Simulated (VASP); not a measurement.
**NbAs: phonons from a supercell**

Aim: the phonon dispersion and thermal properties of NbAs. The start is a cell from a database of measured crystal structures.

Main program and level: VASP 6.6.1; PBEsol; plane waves and PAW (Nb_sv, As).

This is a report of a sequence of runs, with most program output left out.

**1. The structure**

The structure is tetragonal, space group I4_1md (No. 109). Conventional cell: a = 3.452 Å, b = 3.452 Å, c = 11.680 Å, α = 90.00°, β = 90.00°, γ = 90.00°. Nearest to Nb lie 6 As at 2.60 to 2.63 Å. Nearest to As lie 6 Nb at 2.60 to 2.63 Å. Farther neighbours are not listed.

Coordinates:

```cif
data_structure
_symmetry_space_group_name_H-M 'I4_1md'
_symmetry_Int_Tables_number 109
_cell_length_a 3.4517
_cell_length_b 3.4517
_cell_length_c 11.6800
_cell_angle_alpha 90.000
_cell_angle_beta 90.000
_cell_angle_gamma 90.000
_cell_volume 139.16
loop_
_atom_site_label
_atom_site_type_symbol
_atom_site_symmetry_multiplicity
_atom_site_Wyckoff_symbol
_atom_site_fract_x
_atom_site_fract_y
_atom_site_fract_z
_atom_site_occupancy
Nb1 Nb 4 a 0.00000 0.50000 0.75000 1
As1 As 4 a 0.00000 0.50000 0.16600 1
```

**2. Relax the host**

First cell and atoms are relaxed at a raised cutoff, so that later runs start from this functional's own cell.

INCAR

```
SYSTEM = NbAs
PREC = Accurate
ENCUT = 390
EDIFF = 1E-06
NELM = 120
ISMEAR = 0
SIGMA = 0.05
LREAL = .FALSE.
ALGO = Normal
GGA = PS
NBANDS = 24
LASPH = .TRUE.
LORBIT = 11
LWAVE = .FALSE.
LCHARG = .FALSE.
KPAR = 4
IBRION = 2
NSW = 40
ISIF = 3
EDIFFG = -0.02
POTIM = 0.4
```

POSCAR

```
NbAs
1.0
   -1.7258500000      1.7258500000      5.8400000000
    1.7258500000     -1.7258500000      5.8400000000
    1.7258500000      1.7258500000     -5.8400000000
Nb As
2 2
Direct
    0.5000000000      0.0000000000      0.5000000000
    0.7500000000      0.7500000000      0.0000000000
    0.9160000000      0.4160000000      0.5000000000
    0.1660000000      0.1660000000      0.0000000000
```

KPOINTS

```
Automatic mesh
0
Gamma
8 8 8
0 0 0
```

Potentials, in the order of the species: Nb_sv and As (PBE family, release 64).

Started as:

```sh
$ mpirun -np 4 vasp_std
```

The job ended after 2 min (4 MPI ranks of AMD EPYC 9R45, shared host; peak memory 1.1 GiB).

The gap is read on the k-mesh alone, so it is an upper bound where the band edges lie off the mesh. The gap is under twice the smearing width, so the edge states are partly filled and the run can't tell a small gap from a semimetal. The PAW data sets were made with PBE, which is usual practice but a small mismatch for other functionals. The run keeps the 8 symmetry operations of its start, so it cannot find a distortion of lower symmetry.

Step by step:

| step | energy less that of the first step (eV) | largest force (eV/Å) | pressure (GPa) | volume (Å³) |
| --- | --- | --- | --- | --- |
| 1 | 0.0000 | 0.2910 | -2.42 | 69.58 |
| 2 | -0.0033 | 0.0260 | 3.17 | 67.48 |
| 3 | -0.0128 | 0.1533 | 0.49 | 68.44 |
| 4 | -0.0152 | 0.0091 | -0.04 | 68.62 |
| 5 | -0.0152 | 0.0008 | -0.05 | 68.63 |
| 6 | -0.0157 | 0.0034 | -0.09 | 68.62 |
| 7 | -0.0159 | 0.0062 | -0.11 | 68.59 |

| conventional cell, symmetrised | before | after | change |
| --- | --- | --- | --- |
| a (Å) | 3.452 | 3.441 | -0.3 % |
| b (Å) | 3.452 | 3.441 | -0.3 % |
| c (Å) | 11.680 | 11.587 | -0.8 % |
| volume (Å³/atom) | 17.39 | 17.15 | -1.4 % |

The atoms that moved most (Å, as changes of fractional coordinates times the final cell):

| atom | dx | dy | dz | length |
| --- | --- | --- | --- | --- |
| As3 | 0.000 | 0.000 | 0.015 | 0.015 |
| Nb1 | 0.000 | 0.000 | -0.015 | 0.015 |
| Nb2 | 0.000 | 0.000 | -0.015 | 0.015 |
| As4 | 0.000 | 0.000 | 0.015 | 0.015 |

Final coordinates:

```
Nb As
1.0
    -1.72039    1.72039    5.79344
     1.72039   -1.72039    5.79344
     1.72039    1.72039   -5.79344
Nb As
2 2
Direct
  0.49871 0.99871 0.50000
  0.74871 0.74871 0.00000
  0.91729 0.41729 0.50000
  0.16729 0.16729 0.00000
```

Numbers from this step:

```yaml
electronic_cycles: 50
electrons: 36
free_energy_toten: -35.11 eV
energy_at_zero_smearing: -35.11 eV
fermi_energy: 9.698 eV
pressure: -0.1131 GPa
labelled_metallic_from_the_levels_on_this_mesh: no
gap_on_the_k_mesh: 0.02110 eV
least_direct_gap_on_the_k_mesh: 0.02110 eV
```

The run ended after 7 ionic steps, 0.016 eV below its first step, once forces and stress met EDIFFG = -0.02.

**3. Tight relaxation**

Force constants are second derivatives, so residual forces and stress must first be far smaller than in an ordinary relaxation. Smearing, mesh and cutoff differ from the relaxation before, which can move the cell too.

INCAR

```
SYSTEM = NbAs
PREC = Accurate
ENCUT = 360
EDIFF = 1E-08
NELM = 120
ISMEAR = 1
SIGMA = 0.2
LREAL = .FALSE.
ALGO = Fast
GGA = PS
NBANDS = 24
LASPH = .TRUE.
LORBIT = 11
LWAVE = .FALSE.
LCHARG = .FALSE.
KPAR = 4
IBRION = 1
NSW = 30
ISIF = 3
EDIFFG = -0.002
POTIM = 0.4
```

POSCAR

```
NbAs
1.0
   -1.7203925604      1.7203925604      5.7934438936
    1.7203925604     -1.7203925604      5.7934438936
    1.7203925604      1.7203925604     -5.7934438936
Nb As
2 2
Direct
    0.4987145764      0.9987145764      0.5000000000
    0.7487145764      0.7487145764      0.0000000000
    0.9172854236      0.4172854236      0.5000000000
    0.1672854236      0.1672854236      0.0000000000
```

KPOINTS

```
Automatic mesh
0
Gamma
13 13 13
0 0 0
```

Started as:

```sh
$ mpirun -np 4 vasp_std
```

Run time: 7 min. Hardware: 4 MPI ranks; peak memory 1.4 GiB; 28 min of CPU time.

Little changed from the start: no atom moved by 0.005 Å and no cell edge by 0.1 %.

This step gave:

| Item | Value |
| --- | --- |
| electronic cycles | 73 |
| free energy (TOTEN) | -35.12 eV |
| energy at zero smearing | -35.12 eV |
| Fermi energy | 9.718 eV |
| pressure | 0.006562 GPa |
| labelled metallic, from the levels on this mesh | yes |

The run ended after 4 ionic steps, 0.000 eV below its first step, once forces and stress met EDIFFG = -0.002.

**4. Force constants in the supercell**

System of this step: NbAs. The cell holds 48 atoms: 24 Nb and 24 As. Its edges and angles: a = 12.565 Å, b = 12.565 Å, c = 18.848 Å, α = 148.2°, β = 148.2°, γ = 45.5°. It derives from NbAs.

Each independent atom is moved by 0.015 Å both ways; the forces give the force constants out to half the supercell.

INCAR

```
SYSTEM = NbAs
PREC = Accurate
ENCUT = 360
EDIFF = 1E-07
NELM = 120
ISMEAR = 1
SIGMA = 0.2
LREAL = Auto
ALGO = Fast
GGA = PS
NBANDS = 252
LASPH = .TRUE.
LWAVE = .FALSE.
LCHARG = .FALSE.
KPAR = 4
IBRION = 6
NSW = 1
NFREE = 2
POTIM = 0.015
ISIF = 0
ADDGRID = .TRUE.
```

POSCAR

```
NbAs
1.0
   -3.4392880612      3.4392880612     11.5859335588
    3.4392880612     -3.4392880612     11.5859335588
    5.1589320918      5.1589320918    -17.3789003382
Nb As
24 24
Direct
    0.2493574397      0.4993574396      0.1666666667
    0.2493574396      0.4993574397      0.5000000000
    0.2493574396      0.4993574396      0.8333333333
    0.2493574396      0.9993574396      0.1666666667
    0.2493574397      0.9993574396      0.5000000000
    0.2493574396      0.9993574396      0.8333333333
    0.7493574396      0.4993574396      0.1666666667
    0.7493574396      0.4993574396      0.5000000000
    0.7493574396      0.4993574396      0.8333333333
    0.7493574396      0.9993574396      0.1666666667
    0.7493574396      0.9993574396      0.5000000000
    0.7493574396      0.9993574396      0.8333333333
    0.3743574396      0.3743574396      0.0000000000
    0.3743574396      0.3743574397      0.3333333333
    0.3743574396      0.3743574397      0.6666666667
    0.3743574397      0.8743574396      0.0000000000
    0.3743574397      0.8743574396      0.3333333333
    0.3743574396      0.8743574397      0.6666666667
    0.8743574396      0.3743574396      0.0000000000
    0.8743574396      0.3743574396      0.3333333333
    0.8743574397      0.3743574396      0.6666666667
    0.8743574397      0.8743574396      0.0000000000
    0.8743574396      0.8743574396      0.3333333333
    0.8743574396      0.8743574396      0.6666666667
    0.4586425603      0.2086425603      0.1666666667
    0.4586425603      0.2086425604      0.5000000000
    0.4586425603      0.2086425603      0.8333333333
    0.4586425604      0.7086425603      0.1666666667
    0.4586425604      0.7086425604      0.5000000000
    0.4586425603      0.7086425603      0.8333333333
    0.9586425604      0.2086425603      0.1666666667
    0.9586425603      0.2086425603      0.5000000000
    0.9586425603      0.2086425603      0.8333333333
    0.9586425604      0.7086425603      0.1666666667
    0.9586425604      0.7086425604      0.5000000000
    0.9586425604      0.7086425603      0.8333333333
    0.0836425604      0.0836425603      0.0000000000
    0.0836425603      0.0836425604      0.3333333333
    0.0836425603      0.0836425604      0.6666666667
    0.0836425603      0.5836425604      0.0000000000
    0.0836425603      0.5836425604      0.3333333333
    0.0836425603      0.5836425604      0.6666666667
    0.5836425604      0.0836425603      0.0000000000
    0.5836425604      0.0836425604      0.3333333333
    0.5836425604      0.0836425604      0.6666666667
    0.5836425604      0.5836425603      0.0000000000
    0.5836425604      0.5836425604      0.3333333333
    0.5836425604      0.5836425604      0.6666666667
```

KPOINTS

```
Automatic mesh
0
Gamma
5 5 4
0 0 0
```

Started as:

```sh
$ mpirun -np 4 vasp_std
```

The job ended after 3 h (4 MPI ranks).

The run was stopped at its time limit, so it gives no result of its own.

**5. What came out**

| Property | Result |
| --- | --- |
| result | none |

What this shows: The session ends without its result: «force constants in the supercell» met its time limit.

[Lines on the potential files, build, host, timing and source positions are cut from VASP's logs without a mark.]

[Logs are printed without paths, hosts, clocks, repeated set-up lines and the standing remarks that a program may print on its own settings, such as how far it seeks lower states.]

[Hosts, paths, dates, database ids (printed as entryN), source tags and the programs' standing remarks are cut or masked in the printed files.]

[Runs that stopped without an error message from VASP are left out.]
